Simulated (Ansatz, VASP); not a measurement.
## GaAsHCl (H-GaAs-Cl chair, 3 layers, AA) in two plane-wave programs

Aim: how closely do two programs agree when they are given the same cell, functional and k mesh? The structure shown is the start of the Ansatz relaxation below; VASP solves that cell, so the two are compared at the walk's first step.

Method: plane waves, with VASP 6.6.1 beside it; single point at PBE with D4, in Ansatz 0.2.0.

### 1. Set-up

The cell holds 12 atoms: 3 Cl, 3 As, 3 Ga and 3 H. Cell: a = 3.977 Å, b = 3.976 Å, c = 69.030 Å, α = 90.0°, β = 90.0°, γ = 120.0°. Vacuum lies along c.

### 2. Ansatz: relaxation, PBE with D4

Ansatz runs on its default PAW (the set named soft_2) files.

The two programs are compared at the cell with which this relaxation starts, whose forces are those of its first step.

Input file input.yaml:

```yaml
crystal:
  lattice:
    - [3.9765, 0.0, 0.0]
    - [-1.98825, 3.4437500181, 0.0]
    - [0.0, 0.0, 69.0299999981]
  atoms:
    - { symbol: Cl, position: [0.6666666667, 0.3333333333, 0.3621613791] }
    - { symbol: As, position: [0.6666666667, 0.3333333333, 0.394176445] }
    - { symbol: Ga, position: [0.3333333333, 0.6666666667, 0.4058138973] }
    - { symbol: H, position: [0.3333333333, 0.6666666667, 0.4279781737] }
    - { symbol: Cl, position: [0.6666666667, 0.3333333333, 0.4670916027] }
    - { symbol: As, position: [0.6666666667, 0.3333333333, 0.4991066686] }
    - { symbol: Ga, position: [0.3333333333, 0.6666666667, 0.5107441209] }
    - { symbol: H, position: [0.3333333333, 0.6666666667, 0.5329083973] }
    - { symbol: Cl, position: [0.6666666667, 0.3333333333, 0.5720218263] }
    - { symbol: As, position: [0.6666666667, 0.3333333333, 0.6040368922] }
    - { symbol: Ga, position: [0.3333333333, 0.6666666667, 0.6156743445] }
    - { symbol: H, position: [0.3333333333, 0.6666666667, 0.6378386209] }
  periodic: [true, true, false]
kpoints:
  mp_grid: { grid: [8, 8, 1] }
hamiltonian:
  xc: pbe
  dispersion: d4
scf:
  occupations: { method: fermi_dirac, width: 0.05 }
  convergence: { dr2_threshold: 1.0e-09 }
relax:
  f_tol: 0.015
  max_steps: 90
  cell: {}
output:
  write_potential: true
  write_density: true
  volumetric_format: npy
```

Launch:

```sh
$ ansatz run input.yaml --threads 4 --pin off --max-ram 6144MiB --backend cpu --events-out ev --progress --plain --runs-dir out
```

Numbers of over 12 decimals in the logs are rounded to 6 here.

What it wrote:

```text
Warning: relax.cell: scf.convergence.dr2_threshold = 1e-9 eV is looser than the 1.42392519448e-10 eV advised for a relaxation that steers and ends on the stress (1e-10 eV for each atom of the cell: 12, times the square of relax.cell.stress_2d_tol = 0.05 N/m over 29.0 Å (the atoms' height at the walk's start and 5 Å past either face), 1.722e-2 GPa, over a crystal's default 0.05). What an SCF threshold leaves in a stress goes as its square root, and in the free energy as the threshold itself, and one threshold admits the most on a small cell: [figures from the program's tests cut] Set scf.convergence.dr2_threshold to 1.42392519448e-10 eV or tighter. [rest of the remark cut]
Engine: ansatz 0.2.0, aarch64-unknown-linux-gnu
Pseudopotentials: kind: paw
Pseudopotential: Cl, paw, valence charge 7, recommended cutoff 420 eV (normal), Cl.paw.azcp
Pseudopotential: As, paw, valence charge 15, recommended cutoff 420 eV (normal), As.paw.azcp
Pseudopotential: Ga, paw, valence charge 13, recommended cutoff 420 eV (normal), Ga.paw.azcp
Pseudopotential: H, paw, valence charge 1, recommended cutoff 420 eV (normal), H.paw.azcp
Functional definition: PBE
  parameter kappa = 0.804
  parameter beta = 0.066725
  exchange = pbe_x(kappa = kappa, mu = beta*pi^2/3)
  correlation = pbe_c(beta = beta)
Crystal: 12 atoms, lattice volume = 945.302 Å³
Basis set: ecut = 420 eV, 18675 PW (Γ), exchange–correlation on 54×54×960 points (8 copies of the dense FFT grid, shifted against one another)
Bands: 66, of which v1, the nominal top of the filled ones, is band 54 counted from 1 (53 counted from 0)
Symmetry: 6 space group operations
Space group: P3m1 (ITA 156), of the structure as read, at distance tolerance 9.8e-5 Å
k-points: 10 of 64 (time reversal used)
Non-local potential: Cl, projectors of the file, l = 0: 2, l = 1: 2, l = 2: 2
Non-local potential: As, projectors of the file, l = 0: 2, l = 1: 2, l = 2: 3, l = 3: 1
Non-local potential: Ga, projectors of the file, l = 0: 2, l = 1: 2, l = 2: 3, l = 3: 1
Non-local potential: H, projectors of the file, l = 0: 2, l = 1: 1
PAW form: soft (Blöchl's): semilocal exchange-correlation on the pseudo side does not see the compensation charge
PAW one-centre angular grid: Cl, 110 points (default); XC on 64 Gauss nodes
PAW one-centre angular grid: As, 590 points (default); XC on 64 Gauss nodes
PAW one-centre angular grid: Ga, 590 points (default); XC on 64 Gauss nodes
PAW one-centre angular grid: H, 110 points (default); XC on 64 Gauss nodes
Initial density: superposition of atomic densities (neutral atoms: chi_scale 0, normalization atom), corrected by the library's trained network
Initial wavefunctions: pseudopotential atomic-orbital guess
Functional: x = pbe(κ = 0.804, μ = 0.219515), c = pbe(β = 0.066725)
SCF iter   1: F=—  HF=-29208.043122 eV  |F-HF|=—  |Δ(HF+E_count)|=         —  Δρ=1.41e-3  dr2=2.89e-2  ethr=1.77e-3  ⟨swp⟩=10.5  Hψ=3311  notcnv=0  defer=11
preconditioner: auto → Resta (q_TF=auto, 1.900 Å⁻¹)  ε∞=1.7  [insulator: Δε(μ)=0.634 eV  Ē_g=13.174 eV  σ=0.050 eV  W_gap=1.00  n_scr=106 (ndim 8)  ℏωp=10.7 eV  f_vac=0.703  D(μ)=0.00/eV (n_scr^D=0)  ε∞_Penn≈1.7  vacuum switching on, ρ_ref=1.3e-2 e/Å³]
SCF iter   2: F=—  HF=-29208.045258 eV  |F-HF|=—  |Δ(HF+E_count)|=   2.14e-3  Δρ=9.60e-4  dr2=1.31e-1  ethr=2.67e-5  ⟨swp⟩=3.4  Hψ=1448  notcnv=0  defer=53
preconditioner: auto → LDOS  [insulator: Δε(μ)=0.252 eV  Ē_g=13.071 eV  σ=0.050 eV  W_gap=0.55  n_scr=106 (ndim 8)  ℏωp=10.7 eV  f_vac=0.702  D(μ)=0.42/eV (n_scr^D=6)  ε∞_Penn≈1.7  β→1.0]
SCF iter   3: F=—  HF=-29208.042184 eV  |F-HF|=—  |Δ(HF+E_count)|=   3.07e-3  Δρ=5.23e-4  dr2=1.15e-2  ethr=2.67e-5  ⟨swp⟩=3.1  Hψ=864  notcnv=0  defer=53
SCF iter   4: F=—  HF=-29208.041146 eV  |F-HF|=—  |Δ(HF+E_count)|=   1.04e-3  Δρ=2.94e-4  dr2=5.36e-3  ethr=1.06e-5  ⟨swp⟩=2.8  Hψ=1000  notcnv=0  defer=48
SCF iter   5: F=—  HF=-29208.040307 eV  |F-HF|=—  |Δ(HF+E_count)|=   8.39e-4  Δρ=1.05e-4  dr2=1.91e-3  ethr=4.96e-6  ⟨swp⟩=2.8  Hψ=794  notcnv=0  defer=48
SCF iter   6: F=—  HF=-29208.040136 eV  |F-HF|=—  |Δ(HF+E_count)|=   1.71e-4  Δρ=4.15e-5  dr2=5.49e-4  ethr=1.77e-6  ⟨swp⟩=2.3  Hψ=708  notcnv=0  defer=48
SCF iter   7: F=—  HF=-29208.040091 eV  |F-HF|=—  |Δ(HF+E_count)|=   4.50e-5  Δρ=2.20e-5  dr2=3.72e-5  ethr=5.08e-7  ⟨swp⟩=2.6  Hψ=732  notcnv=0  defer=48
[...]
WARN: The output density's exchange-correlation potential varies sharply where the density is thin. Do not read a vacuum level from v_tot or v_xc, or from such a field of the output density. On a cell that repeats whose density bears no net charge and no dipole along the vacuum's axis use v_es (v_loc + v_h of the components); under efield.dipole_correction with no amplitude use v_es + v_field, which holds any externa [...]
SCF converged after 10 iterations
an eigenvalue changed by more than its tolerance at an iteration that met the thresholds in force, so the SCF went on 2 times, its first undamped step at iteration 9: the last check found none over its tolerance
Free energy (F): -29208.186706 eV
Harris-Foulkes:  -29208.186706 eV  (|F-HF|=6.98e-10)
Internal energy: -29208.184728 eV  (E = F + TS)
E sigma→0 (E₀):  -29208.185717 eV
Entropy (-TS):   -0.001978 eV (-0.165 meV/atom)
Fermi energy:    -5.066568 eV
--- Per-component energies (eV) ---
  E_band       = -2384.989142
  E_kinetic    = 1175.338510
  E_local      = -830751.420618  (includes V_loc(G=0)·N_el)
  E_nonlocal   = -647.689937
  E_hartree    = 414587.038207
  E_xc         = -789.444063
  E_vxc        = -807.255801  (∫ρ·V_xc dr)
  E_paw        = -13450.307794  (= ΣΔE_a)
  E_vpaw       = -528.034413  (= ΣTr[D̂ρ^β])
  E_aug_tail   = -0.003525  (compensation charges beyond the density's cutoff)
  E_ewald      = 400670.578759
  E_disp       = -2.274267  (pairwise vdW)
  E_smearing   = -0.001978  (= −TS)
  E_closure    = 0.000000  (closes the sum)
  Σ components = -29208.186706   (vs F -29208.186706, Δ=0.00e0)
--- Forces (eV/Å), atoms counted from 1 ---
  atom   1  Cl     0.00000000     0.00000000     0.00215538
  atom   2  As    -0.00000000     0.00000000    -0.00784296
  atom   3  Ga     0.00000000     0.00000000     0.00963876
  atom   4  H      0.00000000     0.00000000    -0.00296577
  atom   5  Cl     0.00000000     0.00000000    -0.00363050
  atom   6  As    -0.00000000    -0.00000000    -0.00736476
  atom   7  Ga     0.00000000     0.00000000     0.01243898
  atom   8  H      0.00000000     0.00000000    -0.00141326
  atom   9  Cl     0.00000000     0.00000000    -0.00193979
  atom  10  As    -0.00000000    -0.00000000    -0.00773965
  atom  11  Ga     0.00000000     0.00000000     0.01255399
  atom  12  H      0.00000000     0.00000000    -0.00389178
  max |Σ_I F_I| component: 1.37e-6 eV/Å
--- 2D stress c σ (N/m, compression-positive) ---
       -0.009702       0.000000       0.000000
        0.000000      -0.009702       0.000000
        0.000000       0.000000      -0.000000
  P = ½ c Tr σ = -0.0097 N/m
--- Band table (eV; the first three rows and the last of 10) ---
  k-point 0: bands = [... 50 lower, -5.7991, -5.7991, -5.1738, -5.1738, -5.0029, -4.4226, -3.8142, -3.5889, ... 8 higher]
  k-point 1: bands = [... 50 lower, -6.6174, -6.0364, -6.0168, -5.3898, -4.0361, -3.6450, -3.3885, -2.9518, ... 8 higher]
  k-point 2: bands = [... 50 lower, -7.0225, -6.6880, -6.4213, -5.7898, -3.9435, -3.4724, -3.3005, -2.8418, ... 8 higher]
  k-point 9: bands = [... 50 lower, -7.7604, -7.3241, -7.1086, -6.6464, -4.0065, -3.2922, -2.5381, -1.4784, ... 8 higher]
  the weakly bound empty levels are not read free of the cell's end (no_gap_told)
--- Relaxed structure (6 steps of the walk, 6 accepted, 1 SCFs on fresh bases) ---
  F+E_penalty+E_count = -29208.18670611 eV   max|allowed force component| = 1.255e-2 eV/Å   (the final SCF, on the basis selected at the relaxed cell)
  cell:  # Å, volume = 978.3534 Å³
    - [4.045420, 0.0, 0]
    - [-2.022710, 3.503436, 0]
    - [0, 0, 69.0299999981]
  atoms:
    - { symbol: Cl, position: [0.666667, 0.333333, 0.372525] }
    - { symbol: As, position: [0.666667, 0.333333, 0.404123] }
    - { symbol: Ga, position: [0.333333, 0.666667, 0.415528] }
    - { symbol: H, position: [0.333333, 0.666667, 0.438183] }
    - { symbol: Cl, position: [0.666667, 0.333333, 0.467430] }
    - { symbol: As, position: [0.666667, 0.333333, 0.499061] }
    - { symbol: Ga, position: [0.333333, 0.666667, 0.510385] }
    - { symbol: H, position: [0.333333, 0.666667, 0.533037] }
    - { symbol: Cl, position: [0.666667, 0.333333, 0.562278] }
    - { symbol: As, position: [0.666667, 0.333333, 0.593905] }
    - { symbol: Ga, position: [0.333333, 0.666667, 0.605189] }
    - { symbol: H, position: [0.333333, 0.666667, 0.627908] }
```

Reading the cycles: dr2 is the Hartree energy of the density residual (eV), the measure of convergence; HF is the Harris–Foulkes estimate of the energy, which meets the free energy F at convergence.

[end of part 1 of 2]

[Lines on the potential files, build, host, timing and source positions are cut from VASP's logs without a mark.]

[Logs are printed without paths, hosts, clocks, repeated set-up lines and the standing remarks that a program may print on its own settings, such as how far it seeks lower states.]

[Hosts, paths, dates, database ids (printed as entryN), source tags and the programs' standing remarks are cut or masked in the printed files.]
